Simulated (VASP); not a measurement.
Method: PBEsol GGA, VASP's PBE PAW potentials (set 64) (plane waves; VASP 6.6.1).

VASP ran on this input.

POSCAR:
```
SrO(100) slab
1
    3.6303164040     0.0000000000     0.0000000000
    0.0000000000     3.6303164040     0.0000000000
    0.0000000000     0.0000000000    25.1926280419
Sr O
4 4
Direct
  0.0000000000   0.5000000000   0.3482382606
  0.5000000000   0.0000000000   0.4490367088
  0.0000000000   0.5000000000   0.5509632912
  0.5000000000   0.0000000000   0.6517617394
  0.0000000000   0.5000000000   0.4474884211
  0.5000000000   0.0000000000   0.3507336068
  0.0000000000   0.5000000000   0.6492663932
  0.5000000000   0.0000000000   0.5525115789
```

INCAR:
```
SYSTEM = SrO(100) slab
PREC = Normal
ENCUT = 450
EDIFF = 1E-6
NELM = 100
ALGO = Normal
LREAL = .FALSE.
LASPH = .TRUE.
ISMEAR = 0
SIGMA = 0.05
GGA = PS
LMAXMIX = 4
LWAVE = .FALSE.
LCHARG = .FALSE.
NELMIN = 4
LDIPOL = .TRUE.
IDIPOL = 3
DIPOL = 0.5 0.5 0.5
LVHAR = .TRUE.
LORBIT = 11
```

### KPOINTS
```
Automatic mesh
0
Gamma
6 6 1
0 0 0
```

POTCAR, in this order: Sr_sv O (PBE.64 set). Program: vasp_std. Read from the step before: WAVECAR.

The resulting files:

### OSZICAR
```
       N       E                     dE             d eps       ncg     rms          rms(c)
DAV:   1    -0.496306447775E+02   -0.49631E+02   -0.12050E-04   944   0.572E-02    0.359E-02
DAV:   2    -0.496306354749E+02    0.93026E-05   -0.73210E-05   934   0.434E-02    0.110E-02
DAV:   3    -0.496306351144E+02    0.36055E-06   -0.61378E-06   826   0.129E-02    0.358E-03
DAV:   4    -0.496306349243E+02    0.19009E-06   -0.19084E-06   656   0.744E-03
   1 F= -.49630635E+02 E0= -.49630635E+02  d E =-.954205E-18
```

OUTCAR:
```
------------------------ aborting loop because EDIFF is reached ----------------------------------------
  FORCE on cell =-STRESS in cart. coord.  units (eV):
  Direction    XX          YY          ZZ          XY          YZ          ZX
  --------------------------------------------------------------------------------------
  Total       -3.3315205     -3.3315205     -0.8498933      0.0000000      0.0000000      0.0000000
  in kB      -16.0764681    -16.0764681     -4.1012150      0.0000000      0.0000000      0.0000000
  external PRESSURE =     -12.0847171 kB  Pullay stress =       0.0000000 kB
  volume of cell :      332.02
      direct lattice vectors                 reciprocal lattice vectors
     3.630316404  0.000000000  0.000000000     0.275458084  0.000000000  0.000000000
     0.000000000  3.630316404  0.000000000     0.000000000  0.275458084  0.000000000
     0.000000000  0.000000000 25.192628042     0.000000000  0.000000000  0.039694152
 POSITION                                       TOTAL-FORCE (eV/Angst)
 -----------------------------------------------------------------------------------
      0.00000      1.81516      8.77304         0.000000     -0.000000      0.004940
      1.81516      0.00000     11.31241        -0.000000     -0.000000     -0.020643
      0.00000      1.81516     13.88021         0.000000      0.000000      0.020643
      1.81516      0.00000     16.41959        -0.000000      0.000000     -0.004940
      0.00000      1.81516     11.27341        -0.000000      0.000000     -0.000997
      1.81516      0.00000      8.83590         0.000000      0.000000      0.021188
      0.00000      1.81516     16.35673        -0.000000      0.000000     -0.021188
      1.81516      0.00000     13.91922         0.000000      0.000000      0.000997
 -----------------------------------------------------------------------------------
    total drift:                                0.000000      0.000000      0.000000
  FREE ENERGIE OF THE ION-ELECTRON SYSTEM (eV)
  ---------------------------------------------------
  free  energy   TOTEN  =       -49.6306349243 eV

  energy  without entropy=      -49.6306349243  energy(sigma->0) =      -49.63063492

 total charge

# of ion       s       p       d       tot
------------------------------------------
    1        2.013   5.761   0.252   8.027
    2        2.017   5.782   0.270   8.069
    3        2.017   5.782   0.270   8.069
    4        2.013   5.761   0.252   8.027
    5        1.558   3.407   0.000   4.965
    6        1.559   3.384   0.000   4.944
    7        1.559   3.384   0.000   4.944
    8        1.558   3.407   0.000   4.965
--------------------------------------------------
tot         14.295  36.670   1.045  52.009
```
(Selected blocks of OUTCAR.)

**OUTCAR**
```
 val. band max:       -1.4533680839   @ k =   0.0000   0.0000   0.0000

 cond. band min:       1.0964283537   @ k =   0.0000   0.0000   0.0000


 Fermi energy:        -1.1574060351

 k-point     1 :       0.0000    0.0000    0.0000
  band No.  band energies     occupation
      1     -34.1563      2.00000
      2     -34.1552      2.00000
      3     -33.7396      2.00000
      4     -33.6473      2.00000
      5     -17.4209      2.00000
      6     -17.2410      2.00000
      7     -16.9999      2.00000
      8     -16.5878      2.00000
      9     -16.0141      2.00000
     10     -16.0141      2.00000
     11     -16.0002      2.00000
     12     -16.0002      2.00000
     13     -15.9882      2.00000
     14     -15.9140      2.00000
     15     -15.7032      2.00000
     16     -15.7032      2.00000
     17     -15.5257      2.00000
     18     -15.5257      2.00000
     19     -15.2135      2.00000
     20     -14.9989      2.00000
     21      -2.7404      2.00000
     22      -2.6762      2.00000
     23      -2.0282      2.00000
     24      -1.9187      2.00000
     25      -1.7891      2.00000
     26      -1.7891      2.00000
     27      -1.7845      2.00000
     28      -1.7845      2.00000
     29      -1.4777      2.00000
     30      -1.4777      2.00000
     31      -1.4534      2.00000
     32      -1.4534      2.00000
     33       1.0964      0.00000
     34       1.2755      0.00000
     35       1.7146      0.00000
     36       2.2759      0.00000
     37       2.2973      0.00000
     38       2.9598      0.00000

 k-point     2 :       0.1667    0.0000    0.0000
  band No.  band energies     occupation
      1     -34.1431      2.00000
      2     -34.1423      2.00000
      3     -33.7224      2.00000
      4     -33.6420      2.00000
      5     -17.6132      2.00000
      6     -17.4965      2.00000
      7     -17.2226      2.00000
      8     -17.0834      2.00000
      9     -16.3261      2.00000
     10     -16.1406      2.00000
...
```

At this cut-off the stress carries a Pulay error, which pulls relaxed volumes low.

The cell is a thin slab with vacuum, built from SrO (rock salt): (100) face.
